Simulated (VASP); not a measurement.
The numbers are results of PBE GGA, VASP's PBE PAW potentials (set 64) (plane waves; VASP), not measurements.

Input for VASP

KPOINTS:
```
Automatic
0
gamma
 8 8 8
```

**POSCAR**
```
CuAs
1
    2.9899140000     0.0000000000     0.0000000000
    0.0000000000     2.9899140000     0.0000000000
    0.0000000000     0.0000000000     2.9899140000
Cu As
1 1
Direct
  0.0000000000   0.0000000000   0.0000000000
  0.5000000000   0.5000000000   0.5000000000
```

### INCAR
```
LREAL=.FALSE.
ISMEAR=0   ! Gaussian
ENCUT=400   ! plane-wave cut-off (eV)
LWAVE=.FALSE.
SIGMA=0.05   ! width (eV)
SYSTEM=CuAs
GGA=PE
EDIFF=1E-6   ! SCF stop (eV)
LMAXMIX=4
LCHARG=.FALSE.
NELM=100   ! most electronic steps
ISIF=2   ! forces and stress, cell fixed
PREC=Accurate
ALGO=Normal
LASPH=.TRUE.
```

POTCAR, in this order: Cu As (PBE.64 set). Program: vasp_std.

Output of the run:

OSZICAR:
```
       N       E                     dE             d eps       ncg     rms          rms(c)
DAV:   1     0.705853403228E+02    0.70585E+02   -0.66061E+03   860   0.148E+03
DAV:   2    -0.557655400290E+01   -0.76162E+02   -0.70896E+02   860   0.249E+02
DAV:   3    -0.888171780721E+01   -0.33052E+01   -0.30908E+01  1064   0.632E+01
DAV:   4    -0.893591774953E+01   -0.54200E-01   -0.53973E-01   940   0.690E+00
DAV:   5    -0.893666717370E+01   -0.74942E-03   -0.74931E-03  1072   0.834E-01    0.110E+01
DAV:   6    -0.977746055509E+01   -0.84079E+00   -0.24168E+01   944   0.174E+02    0.912E+00
DAV:   7    -0.761223143744E+01    0.21652E+01   -0.61843E+00   988   0.948E+01    0.213E+00
DAV:   8    -0.758115670672E+01    0.31075E-01   -0.67684E-01  1072   0.255E+01    0.138E+00
DAV:   9    -0.756198463207E+01    0.19172E-01   -0.10642E-01  1076   0.102E+01    0.129E-01
DAV:  10    -0.756219366545E+01   -0.20903E-03   -0.34039E-03  1136   0.141E+00    0.830E-02
DAV:  11    -0.756210140406E+01    0.92261E-04   -0.51352E-04  1168   0.829E-01    0.331E-02
DAV:  12    -0.756209234664E+01    0.90574E-05   -0.59561E-05  1116   0.174E-01    0.115E-02
DAV:  13    -0.756208978997E+01    0.25567E-05   -0.69330E-06  1136   0.841E-02    0.265E-03
DAV:  14    -0.756208928369E+01    0.50628E-06   -0.73916E-07   540   0.212E-02
   1 F= -.75620893E+01 E0= -.75613224E+01  d E =-.153380E-02
```

OUTCAR:
```
------------------------ aborting loop because EDIFF is reached ----------------------------------------
  FORCE on cell =-STRESS in cart. coord.  units (eV):
  Direction    XX          YY          ZZ          XY          YZ          ZX
  --------------------------------------------------------------------------------------
  Total        3.8451211      3.8451211      3.8451211      0.0000000      0.0000000     -0.0000000
  in kB      230.4859820    230.4859820    230.4859820      0.0000000      0.0000000     -0.0000000
  external PRESSURE =     230.4859820 kB  Pullay stress =       0.0000000 kB
  volume of cell :       26.73
      direct lattice vectors                 reciprocal lattice vectors
     2.989914000  0.000000000  0.000000000     0.334457780  0.000000000  0.000000000
     0.000000000  2.989914000  0.000000000     0.000000000  0.334457780  0.000000000
     0.000000000  0.000000000  2.989914000     0.000000000  0.000000000  0.334457780
 POSITION                                       TOTAL-FORCE (eV/Angst)
 -----------------------------------------------------------------------------------
      0.00000      0.00000      0.00000         0.000000      0.000000      0.000000
      1.49496      1.49496      1.49496         0.000000      0.000000      0.000000
 -----------------------------------------------------------------------------------
    total drift:                               -0.000000      0.000000     -0.000000
  FREE ENERGIE OF THE ION-ELECTRON SYSTEM (eV)
  ---------------------------------------------------
  free  energy   TOTEN  =        -7.5620892837 eV

  energy  without entropy=       -7.5605554847  energy(sigma->0) =       -7.56132238
```
(Selected blocks of OUTCAR.)

The structure was generated: CuAs was put into the CsCl type (Pm-3m), which need not be its known phase. The cell was not relaxed at this level.
